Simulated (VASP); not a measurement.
# The defect Mg_Al in a supercell of MgAl2C2 (P-3m1), part 7 of 8

How easily does the defect Mg_Al form in MgAl2C2 (P-3m1)? The host is relaxed first, then a supercell is run with and without the defect. The start is a computed cell from the Materials Project.

VASP 6.6.1, plane waves and PAW; the level of theory is named at each step.

So far. Step 6 (Reference Mg): The run ended after 8 ionic steps, 0.012 eV below its first step, once forces and stress met EDIFFG = -0.02. Step 6 (Reference Mg): Energy at zero smearing: -3.44233 eV.

## 7. The defect cell, spin collinear, charge 0 (continued)

Level of this step: PBEsol, spin-polarised, with small moments to start from; plane waves and PAW (Mg, Al, C) (VASP).

Valence density in the ac plane at fractional y = 0.556, through the centre, with atoms of Mg and Al and C within 0.45 Å of it. It is the smooth field of the valence electrons, not physical close to the nuclei.

Ten even steps from '_' (0.0 e/Å³) to '@' (1.6 e/Å³), each cell a mean:
```
____________________________________________________________________
..____________............____________..........____________........
......______....::::::::....______....::::::::....______......::::::
....________....::::::::....________..::::::::....________..::::::::
....________..............__________..............________..........
__..............________..............________................______
....::------::..______....::------::....______..::::----::....______
..--++##%%##==::..____..::==##%%##++::..____..::--**%%%%**--::..__..
::==%%@@@@@@**::........--**@@@@@@##--::......::++@@@@@@@@==::......
..::++####**--::..____..::==**##**==::..____....--++####++--....____
__....::::....____________..::::::....__________....::::....________
____________________________________________________________________
____________________________________________________________________
..____________..........______________..........____________........
......______....::::......____________....::::....______......::::::
::..________....::::....______________....::::....________..::::::::
....__________........__________________..........________..........
__..............______________________________................______
....::----::::..________....::::::....________....::----::....______
..--++##%%##==::..____..::==**##**==::..____..::--**%%%%**--::..__..
::--%%@@@@@@**::........--**@@@@@@##--::......::++@@@@@@%%==::......
..::==####**--::..____..::==##%%##++::..____....--++####++--..______
__....::::::..__________....::--::::..__________....::::....________
____________________________________________________________________
```
Columns run along a (10.1 Å), rows up along c (11.5 Å). Atoms in or near the plane, at fractional coordinates: Mg at (0.44, 0.33), Al at (0.11, 0.33), Al at (0.11, 0.83), Al at (0.44, 0.83), Al at (0.78, 0.33), Al at (0.78, 0.83), C at (0.11, 0.13), C at (0.11, 0.63), C at (0.44, 0.13), C at (0.44, 0.63), C at (0.78, 0.13), C at (0.78, 0.63).

The run ended after 12 ionic steps, 0.725 eV below its first step, once the forces on the free atoms met EDIFFG = -0.03.

The 4 first neighbours (C) lie 2.05 Å from the site on average (2.00 to 2.19) in the perfect crystal and 2.16 Å on average from the atom on it after the relaxation (+5.3 %, spread from 2.10 to 2.34 Å).

Levels at the Fermi energy are partly filled: the carrier is shared among close levels or spread over a band.

## 8. Relaxing the defect, charge -1

This step: PBEsol; plane waves and PAW (Mg, Al, C) (VASP 6.6.1).

This cell carries charge -1, set by NELECT and balanced by a uniform background.

INCAR reads:

```
SYSTEM = Mg19Al35C36
PREC = Normal
ENCUT = 400
EDIFF = 1E-05
NELM = 120
ISMEAR = 0
SIGMA = 0.05
LREAL = Auto
ALGO = Fast
GGA = PS
NELECT = 288
LORBIT = 11
LWAVE = True
LCHARG = .FALSE.
IBRION = 2
NSW = 50
ISIF = 2
EDIFFG = -0.03
POTIM = 0.4
MAXMIX = 40
ISYM = 0
```

POSCAR reads:

```
Mg19Al35C36
1.0
   10.1304745446      0.0000000000      0.0000000000
   -5.0652372723      8.7732481764      0.0000000000
    0.0000000000      0.0000000000     11.5357978376
Mg Al C
19 35 36
Direct
    0.0000000000      0.0000000000      0.0000000000
    0.0000000000      0.0000000000      0.5000000000
    0.0000000000      0.3333333300      0.0000000000
    0.0000000000      0.3333333300      0.5000000000
    0.0000000000      0.6666666700      0.0000000000
    0.0000000000      0.6666666700      0.5000000000
    0.3333333300      0.0000000000      0.0000000000
    0.3333333300      0.0000000000      0.5000000000
    0.3333333300      0.3333333300      0.0000000000
    0.4417476700      0.5575695300      0.3226774800
    0.3302851400      0.3322396900      0.4975283900
    0.3333333300      0.6666666700      0.0000000000
    0.3386710900      0.6734115100      0.5005439600
    0.6666666700      0.0000000000      0.0000000000
    0.6666666700      0.0000000000      0.5000000000
    0.6666666700      0.3333333300      0.0000000000
    0.6666666700      0.3333333300      0.5000000000
    0.6666666700      0.6666666700      0.0000000000
    0.6637881800      0.6636927800      0.5002003300
    0.2222222200      0.1111111100      0.1751361400
    0.1111111100      0.2222222200      0.3248638600
    0.2222222200      0.1111111100      0.6751361400
    0.1111111100      0.2222222200      0.8248638600
    0.2293773100      0.4466558400      0.1768605000
    0.1111111100      0.5555555600      0.3248638600
    0.2222222200      0.4444444400      0.6751361400
    0.1111111100      0.5555555600      0.8248638600
    0.2222222200      0.7777777800      0.1751361400
    0.1111111100      0.8888888900      0.3248638600
    0.2222222200      0.7777777800      0.6751361400
    0.1111111100      0.8888888900      0.8248638600
    0.5555555600      0.1111111100      0.1751361400
    0.4444444400      0.2222222200      0.3248638600
    0.5555555600      0.1111111100      0.6751361400
    0.4444444400      0.2222222200      0.8248638600
    0.5617386100      0.4531569400      0.1725331300
    0.5555555600      0.4444444400      0.6751361400
    0.4444444400      0.5555555600      0.8248638600
    0.5522211900      0.7764423100      0.1793681000
    0.4444444400      0.8888888900      0.3248638600
    0.5555555600      0.7777777800      0.6751361400
    0.4444444400      0.8888888900      0.8248638600
    0.8888888900      0.1111111100      0.1751361400
    0.7777777800      0.2222222200      0.3248638600
    0.8888888900      0.1111111100      0.6751361400
    0.7777777800      0.2222222200      0.8248638600
    0.8888888900      0.4444444400      0.1751361400
    0.7777777800      0.5555555600      0.3248638600
    0.8888888900      0.4444444400      0.6751361400
    0.7777777800      0.5555555600      0.8248638600
    0.8888888900      0.7777777800      0.1751361400
    0.7777777800      0.8888888900      0.3248638600
    0.8888888900      0.7777777800      0.6751361400
    0.7777777800      0.8888888900      0.8248638600
    0.1111111100      0.2222222200      0.1348956600
    0.2222222200      0.1111111100      0.3651043400
    0.1111111100      0.2222222200      0.6348956600
    0.2222222200      0.1111111100      0.8651043400
    0.1111111100      0.5555555600      0.1348956600
    0.2203935900      0.4412138800      0.3648487800
    0.1111111100      0.5555555600      0.6348956600
    0.2222222200      0.4444444400      0.8651043400
    0.1111111100      0.8888888900      0.1348956600
    0.2222222200      0.7777777800      0.3651043400
    0.1111111100      0.8888888900      0.6348956600
    0.2222222200      0.7777777800      0.8651043400
    0.4444444400      0.2222222200      0.1348956600
    0.5555555600      0.1111111100      0.3651043400
    0.4444444400      0.2222222200      0.6348956600
    0.5555555600      0.1111111100      0.8651043400
    0.4423507300      0.5543651700      0.1362791800
    0.5548304200      0.4453946600      0.3646452500
    0.4444444400      0.5555555600      0.6348956600
    0.5555555600      0.4444444400      0.8651043400
    0.4444444400      0.8888888900      0.1348956600
    0.5540876300      0.7785694300      0.3669251600
    0.4444444400      0.8888888900      0.6348956600
    0.5555555600      0.7777777800      0.8651043400
    0.7777777800      0.2222222200      0.1348956600
    0.8888888900      0.1111111100      0.3651043400
    0.7777777800      0.2222222200      0.6348956600
    0.8888888900      0.1111111100      0.8651043400
    0.7777777800      0.5555555600      0.1348956600
    0.8888888900      0.4444444400      0.3651043400
    0.7777777800      0.5555555600      0.6348956600
    0.8888888900      0.4444444400      0.8651043400
    0.7777777800      0.8888888900      0.1348956600
    0.8888888900      0.7777777800      0.3651043400
    0.7777777800      0.8888888900      0.6348956600
    0.8888888900      0.7777777800      0.8651043400
```

KPOINTS reads:

```
Automatic mesh
0
Gamma
2 2 1
0 0 0
```

Potentials, in the order of the species: Mg, Al and C (PBE family, release 64).

Started as:

```sh
$ export OMP_NUM_THREADS=5
$ mpirun -np 1 vasp_std
```

Log:

```text
[... set-up lines as in an earlier step ...]
 entering main loop
       N       E                     dE             d eps       ncg     rms          rms(c)
DAV:   1     0.704392281019E+03    0.70439E+03   -0.10220E+05  1552   0.106E+03
DAV:   2    -0.486797143404E+03   -0.11912E+04   -0.11291E+04  1880   0.200E+02
DAV:   3    -0.593096705886E+03   -0.10630E+03   -0.10526E+03  1832   0.583E+01
DAV:   4    -0.596415579528E+03   -0.33189E+01   -0.33064E+01  1856   0.110E+01
DAV:   5    -0.596530480017E+03   -0.11490E+00   -0.11477E+00  1896   0.203E+00BRMIX: very serious problems
 the old and the new charge density differ
 old charge density:   287.00000 new  287.99998
    0.417E+01
RMM:   6    -0.521302210185E+03    0.75228E+02   -0.24651E+02  1520   0.222E+01    0.139E+01
RMM:   7    -0.522662937410E+03   -0.13607E+01   -0.67616E+01  1520   0.134E+01    0.981E+00
RMM:   8    -0.522286786818E+03    0.37615E+00   -0.10571E+01  1520   0.599E+00    0.379E+00
RMM:   9    -0.521562981496E+03    0.72381E+00   -0.14623E+00  1524   0.200E+00    0.128E+00
RMM:  10    -0.521596739673E+03   -0.33758E-01   -0.95249E-01  1527   0.144E+00    0.686E-01
RMM:  11    -0.521587588771E+03    0.91509E-02   -0.15174E-01  1520   0.703E-01    0.239E-01
RMM:  12    -0.521588286164E+03   -0.69739E-03   -0.36928E-02  1664   0.272E-01    0.129E-01
RMM:  13    -0.521588659605E+03   -0.37344E-03   -0.40756E-03  1585   0.115E-01    0.145E-01
RMM:  14    -0.521587773637E+03    0.88597E-03   -0.24280E-03  1520   0.780E-02    0.529E-02
RMM:  15    -0.521587779730E+03   -0.60931E-05   -0.55011E-04  1522   0.458E-02    0.192E-02
RMM:  16    -0.521587787262E+03   -0.75321E-05   -0.28093E-04  1512   0.279E-02    0.545E-03
RMM:  17    -0.521587792592E+03   -0.53297E-05   -0.60549E-05  1385   0.149E-02
   1 F= -.52158779E+03 E0= -.52158779E+03  d E =-.521588E+03
 curvature:   0.00 expect dE= 0.000E+00 dE for cont linesearch  0.000E+00
 trial: gam= 0.00000 g(F)=  0.100E+01 g(S)=  0.000E+00 ort = 0.000E+00 (trialstep = 0.100E+01)
 search vector abs. value=  0.100E+01
 bond charge predicted
       N       E                     dE             d eps       ncg     rms          rms(c)
DAV:   1    -0.522154133005E+03   -0.56635E+00   -0.61424E+01  1588   0.161E+01    0.136E+00
RMM:   2    -0.522297335443E+03   -0.14320E+00   -0.14888E+00  1520   0.224E+00    0.206E+00
RMM:   3    -0.522199637637E+03    0.97698E-01   -0.22727E-01  1520   0.915E-01    0.130E+00
RMM:   4    -0.522134695776E+03    0.64942E-01   -0.68814E-01  1523   0.119E+00    0.719E-01
RMM:   5    -0.522123816637E+03    0.10879E-01   -0.64185E-02  1520   0.500E-01    0.202E-01
RMM:   6    -0.522124380353E+03   -0.56372E-03   -0.57418E-03  1551   0.148E-01    0.246E-01
RMM:   7    -0.522124073153E+03    0.30720E-03   -0.29272E-03  1521   0.865E-02    0.358E-02
RMM:   8    -0.522124124459E+03   -0.51306E-04   -0.50124E-04  1546   0.425E-02    0.292E-02
RMM:   9    -0.522124092481E+03    0.31978E-04   -0.23224E-04  1519   0.263E-02    0.139E-02
RMM:  10    -0.522124122396E+03   -0.29915E-04   -0.21399E-04  1513   0.237E-02    0.306E-02
RMM:  11    -0.522124095933E+03    0.26462E-04   -0.12529E-04  1509   0.173E-02    0.401E-03
RMM:  12    -0.522124097347E+03   -0.14136E-05   -0.13210E-05   944   0.804E-03
   2 F= -.52212410E+03 E0= -.52212410E+03  d E =-.536305E+00
[... from here on, the cycles between the ionic steps are left out ...]
   3 F= -.52212777E+03 E0= -.52212777E+03  d E =-.539980E+00
   4 F= -.52219723E+03 E0= -.52219723E+03  d E =-.694607E-01
   5 F= -.52219984E+03 E0= -.52219984E+03  d E =-.720702E-01
   6 F= -.52220969E+03 E0= -.52220969E+03  d E =-.984814E-02
   7 F= -.52221087E+03 E0= -.52221087E+03  d E =-.110302E-01
   8 F= -.52221498E+03 E0= -.52221498E+03  d E =-.410765E-02
   9 F= -.52221617E+03 E0= -.52221617E+03  d E =-.529971E-02
  10 F= -.52221815E+03 E0= -.52221815E+03  d E =-.197284E-02
  11 F= -.52221855E+03 E0= -.52221855E+03  d E =-.237976E-02
 curvature:  -1.90 expect dE=-0.202E-02 dE for cont linesearch -0.419E-06
 trial: gam= 0.48373 g(F)=  0.106E-02 g(S)=  0.000E+00 ort = 0.269E-04 (trialstep = 0.158E+01)
 search vector abs. value=  0.186E-02
 bond charge predicted
       N       E                     dE             d eps       ncg     rms          rms(c)
DAV:   1    -0.522219560999E+03   -0.10116E-02   -0.12924E-01  1556   0.845E-01    0.552E-02
RMM:   2    -0.522219656040E+03   -0.95041E-04   -0.26606E-03  1520   0.104E-01    0.550E-02
RMM:   3    -0.522219600972E+03    0.55068E-04   -0.39271E-04  1520   0.412E-02    0.413E-02
RMM:   4    -0.522219573511E+03    0.27461E-04   -0.19175E-04  1524   0.230E-02    0.298E-02
RMM:   5    -0.522219573464E+03    0.46990E-07   -0.35456E-05  1129   0.121E-02
  12 F= -.52221957E+03 E0= -.52221957E+03  d E =-.102078E-02
 trial-energy change:   -0.001021  1 .order   -0.000999   -0.001701   -0.000297
 step:   1.9120(harm=  1.9120)  dis= 0.00388  next Energy=  -522.219583 (dE=-0.103E-02)
 reached required accuracy - stopping structural energy minimisation
 writing wavefunctions
```

Run time: 11 min. Hardware: 1 × NVIDIA H100 80GB HBM3, 81559 MiB with 1 MPI rank of AMD EPYC 7R13 (Zen 3), card shared with another run, shared host; peak memory 2.1 GiB.

(Part 7 of 8 ends here.)

[Lines on the potential files, build, host, timing and source positions are cut from VASP's logs without a mark.]

[Logs are printed without paths, hosts, clocks, repeated set-up lines and the standing remarks that a program may print on its own settings, such as how far it seeks lower states.]

[Hosts, paths, dates, database ids (printed as entryN), source tags and the programs' standing remarks are cut or masked in the printed files.]

[In band tables of VASP the shares of atoms and orbitals are scaled to a sum of 1 inside the atoms' spheres.]

[Runs that stopped without an error message from VASP are left out.]
